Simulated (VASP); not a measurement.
An input for Ansatz (written as the equivalent of a VASP run, and not itself run):

Ansatz 0.2 input:
```yaml
crystal:
  lattice:
    - [1.7056433, -2.9542451, 0.0000000]
    - [1.7056433, 2.9542451, 0.0000000]
    - [0.0000000, 0.0000000, 5.7043326]
  atoms:
    - { symbol: Mg, position: [0.0000000, 0.0000000, 0.0000000] }
    - { symbol: I, position: [0.3333330, 0.6666670, 0.2847479] }
    - { symbol: I, position: [0.6666670, 0.3333330, 0.7152521] }
kpoints:
  mp_grid: { grid: [8, 8, 4] }
hamiltonian:
  xc: lda
  pseudopotentials: { kind: paw }
scf:
  occupations: { method: gaussian, width: 0.05 }
  max_iter: 100
relax:
  max_steps: 40
  f_tol: 0.02
  cell: { p_target: 45 }
output: { forces: true, stress: true, eigenvalues: true }
```

**Question.** Write the VASP files for the same calculation (LDA).

**Answer.** This is not unique; one that fits is 
INCAR:
```
SYSTEM=MgI2
PREC=Accurate; ENCUT=500; LREAL=.FALSE.
LASPH=.TRUE.
EDIFF=1E-6; NELM=100; ALGO=Normal
LMAXMIX=4
ISMEAR=0; SIGMA=0.05
IBRION=2; NSW=40; ISIF=3
EDIFFG=-0.02; PSTRESS=450
LWAVE=.FALSE.; LCHARG=.FALSE.
```

KPOINTS:
```
Regular mesh
0
Gamma
  8 8 4
```

### POSCAR
```
MgI2
1
    1.7056433112    -2.9542451204     0.0000000000
    1.7056433112     2.9542451204    -0.0000000000
    0.0000000000    -0.0000000000     5.7043325927
Mg I
1 2
Direct
  0.0000000000   0.0000000000   0.0000000000
  0.3333330000   0.6666670000   0.2847479473
  0.6666670000   0.3333330000   0.7152520527
```

POTCAR, in this order: Mg I (LDA.64 set). Program: vasp_std.

What does not carry over: each code has its own PAW files, so the cut-off isn't converted (ENCUT is set for VASP's; basis.ecutwfc is left out, and Ansatz then takes the one that its files recommend); Ansatz stops its SCF on the density residual and VASP on the energy change (EDIFF); Ansatz's lda is the Perdew-Wang form, while the LDA potentials of VASP carry Perdew-Zunger's.

The compound is MgI2 in the 1T layered structure. It was relaxed first under an external pressure of 45 GPa.
